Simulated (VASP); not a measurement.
Computed with PW91 GGA, VASP's PBE PAW potentials (set 64) (plane waves; VASP).

The input files of a VASP run:

### POSCAR
```
MgO
1
    0.0000000000     2.1212630000     2.1212630000
    2.1212630000     0.0000000000     2.1212630000
    2.1212630000     2.1212630000     0.0000000000
Mg O
1 1
Direct
  0.0000000000   0.0000000000   0.0000000000
  0.5000000000   0.5000000000   0.5000000000
```

File KPOINTS:
```
k-points along high-symmetry lines
15
Line-mode
Reciprocal
  0.000000   0.000000   0.000000 ! GAMMA
  0.500000   0.000000   0.500000 ! X

  0.500000   0.000000   0.500000 ! X
  0.625000   0.250000   0.625000 ! U

  0.375000   0.375000   0.750000 ! K
  0.000000   0.000000   0.000000 ! GAMMA

  0.000000   0.000000   0.000000 ! GAMMA
  0.500000   0.500000   0.500000 ! L

  0.500000   0.500000   0.500000 ! L
  0.500000   0.250000   0.750000 ! W

  0.500000   0.250000   0.750000 ! W
  0.500000   0.000000   0.500000 ! X
```

**INCAR**
```
SYSTEM = MgO
PREC = Accurate
ENCUT = 520
EDIFF = 1E-7
NELM = 100
ALGO = Normal
LREAL = .FALSE.
LASPH = .TRUE.
ISMEAR = 0
SIGMA = 0.05
GGA = 91
LWAVE = .FALSE.
LCHARG = .FALSE.
LORBIT = 11
ICHARG = 11
```

POTCAR, in this order: Mg O (PBE.64 set). Program: vasp_std. Read from the step before: CHGCAR.

The resulting files:

**OUTCAR**
```
 ion  position               nearest neighbor table
   1  0.000  0.000  0.000-   2 2.12   2 2.12   2 2.12   2 2.12   2 2.12   2 2.12
   2  0.500  0.500  0.500-   1 2.12   1 2.12   1 2.12   1 2.12   1 2.12   1 2.12
  LATTYP: Found a face centered cubic cell.
 ALAT       =     4.2425260000
 Subroutine PRICEL returns:
 Original cell was already a primitive cell.
 Subroutine GETGRP returns: Found 48 space group operations
The static configuration has the point symmetry O_h .
The dynamic configuration has the point symmetry O_h .
 Subroutine INISYM returns: Found 48 space group operations
   k-points           NKPTS =     90   k-points in BZ     NKDIM =     90   number of bands    NBANDS=      8
   number of dos      NEDOS =    301   number of ions     NIONS =      2
   total plane-waves  NPLWV =  13824
   dimension x,y,z NGX =    24 NGY =   24 NGZ =   24
   dimension x,y,z NGXF=    48 NGYF=   48 NGZF=   48
   ions per type =               1   1
   PREC   = accura    normal or accurate (medium, high low for compatibility)
   ISTART =      0    job   : 0-new  1-cont  2-samecut
   ICHARG =     11    charge: 1-file 2-atom 10-const
   ISPIN  =      1    spin polarized calculation?
   LNONCOLLINEAR =      F non collinear calculations
   LSORBIT =      F    spin-orbit coupling
   INIWAV =      1    electr: 0-lowe 1-rand  2-diag
   ENCUT  =  520.0 eV  38.22 Ry    6.18 a.u.   5.58  5.58  5.58*2*pi/ulx,y,z
   NELM   =    100;   NELMIN=  2; NELMDL= -5     # of ELM steps
   EDIFF  = 0.1E-06   stopping-criterion for ELM
   LREAL  =      F    real-space projection
   NLSPLINE    = F    spline interpolate recip. space projectors
   LMAXMIX     =    2 max onsite mixed and CHGCAR
   VOSKOWN=      0    Vosko Wilk Nusair interpolation
   EDIFFG = 0.1E-05   stopping-criterion for IOM
   NSW    =      0    number of steps for IOM
   NBLOCK =      1;   KBLOCK =      1    inner block; outer block
   IBRION =     -1    ionic relax: 0-MD 1-quasi-New 2-CG
   NFREE  =      0    steps in history (QN), initial steepest desc. (CG)
   ISIF   =      2    stress and relaxation
   ISYM   =      2    0-nonsym 1-usesym 2-fastsym
   TEIN   =    0.0    initial temperature
   TEBEG  =    0.0;   TEEND  =   0.0 temperature during run
...
```

**OSZICAR**
```
       N       E                     dE             d eps       ncg     rms          rms(c)
DAV:   1     0.125698769028E+02    0.12570E+02   -0.46214E+03  1720   0.866E+02
DAV:   2    -0.108162293296E+02   -0.23386E+02   -0.22085E+02  1784   0.127E+02
DAV:   3    -0.111301771743E+02   -0.31395E+00   -0.31395E+00  1720   0.165E+01
DAV:   4    -0.111307869213E+02   -0.60975E-03   -0.60975E-03  1952   0.696E-01
DAV:   5    -0.111307877286E+02   -0.80733E-06   -0.80733E-06  1816   0.187E-02
DAV:   6    -0.111307877293E+02   -0.73965E-09   -0.73956E-09  1952   0.511E-04
   1 F= -.11130788E+02 E0= -.11130788E+02  d E =-.579888E-14
```

File OUTCAR:
```
 val. band max:        2.9511640369   @ k =   0.0000   0.0000   0.0000

 cond. band min:       7.5198133929   @ k =   0.0000   0.0000   0.0000



 k-point     1 :       0.0000    0.0000    0.0000
  band No.  band energies     occupation
      1     -14.1549      2.00000
      2       2.9512      2.00000
      3       2.9512      2.00000
      4       2.9512      2.00000
      5       7.5198      0.00000
      6      18.6473      0.00000
      7      18.6473      0.00000
      8      18.6473      0.00000

 k-point     2 :       0.0357    0.0000    0.0357
  band No.  band energies     occupation
      1     -14.1373      2.00000
      2       2.8446      2.00000
      3       2.9313      2.00000
      4       2.9313      2.00000
      5       7.6412      0.00000
      6      18.3544      0.00000
      7      18.6896      0.00000
      8      18.6896      0.00000

 k-point     3 :       0.0714    0.0000    0.0714
  band No.  band energies     occupation
      1     -14.0851      2.00000
      2       2.5574      2.00000
      3       2.8732      2.00000
      4       2.8732      2.00000
      5       7.9731      0.00000
      6      17.6869      0.00000
      7      18.8130      0.00000
      8      18.8130      0.00000

 k-point     4 :       0.1071    0.0000    0.1071
  band No.  band energies     occupation
      1     -14.0007      2.00000
      2       2.1571      2.00000
      3       2.7817      2.00000
      4       2.7817      2.00000
      5       8.4490      0.00000
      6      16.9049      0.00000
      7      19.0080      0.00000
      8      19.0080      0.00000

 k-point     5 :       0.1429    0.0000    0.1429
  band No.  band energies     occupation
      1     -13.8874      2.00000
      2       1.7038      2.00000
      3       2.6637      2.00000
      4       2.6637      2.00000
      5       9.0095      0.00000
      6      16.1223      0.00000
      7      19.2604      0.00000
      8      19.2604      0.00000
...
```

The density is held fixed in this step, so its total energy and stress have no physical meaning.

The compound is MgO in the rock salt structure. It was relaxed first.
